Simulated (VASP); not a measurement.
The system is PtCl4.

```xyz
5
Lattice="5.9175 0.0000 0.0000 0.0000 5.9175 0.0000 0.0000 0.0000 5.9175" Properties=species:S:1:pos:R:3 pbc="T T T"
Pt    2.9588    2.9588    2.9588
Cl    0.0000    0.0000    0.0000
Cl    2.9588    0.0000    0.0000
Cl    0.0000    2.9588    0.0000
Cl    0.0000    0.0000    2.9588
```

The cell was built by a generator and needn't be a form met in nature.

The cell isn't the ideal one: random cell by space group and Wyckoff sites (Pm-3m, No. 221).

| Item | Value |
| --- | --- |
| Program | VASP 6.6.1 |
| Task | relaxation of cell and atoms |
| Functional | PBE |
| Potentials or basis | VASP PAW PBE potentials, release 64 (Pt, Cl) |
| Cutoff | 600 eV |
| k mesh | 4 × 4 × 4 |
| Occupations | gaussian, width 0.1 eV |
| Spin | no spin polarisation |

At the start: pressure -3.8 GPa; volume 41.44 Å³/atom.

Q: Where does the relaxation end?

A: Over 5 steps the energy falls by 327.8 meV/atom and the volume is 25.22 Å³/atom (-39.1 %); space group Pm-3m (No. 221, to 0.05 Å).

Step by step:
```tsv
step	energy change (eV)	largest force (eV/Å)	pressure (GPa)	volume (Å³)
1	0.0000	0.0000	-3.80	207.21
2	-0.6849	0.0000	-3.93	179.12
3	-1.4678	0.0000	4.33	110.26
4	-1.5762	0.0000	-1.94	135.43
5	-1.6392	0.0000	-0.24	126.10
```

Final structure:
```
Pt Cl
1.0
     5.01467    0.00000    0.00000
     0.00000    5.01467    0.00000
     0.00000    0.00000    5.01467
Pt Cl
1 4
Direct
  0.50000 0.50000 0.50000
  0.00000 0.00000 0.00000
  0.50000 0.00000 0.00000
  0.00000 0.50000 0.00000
  0.00000 0.00000 0.50000
```

Caveat: the volume moved by over 15 % at a fixed basis, so the end points are rough.
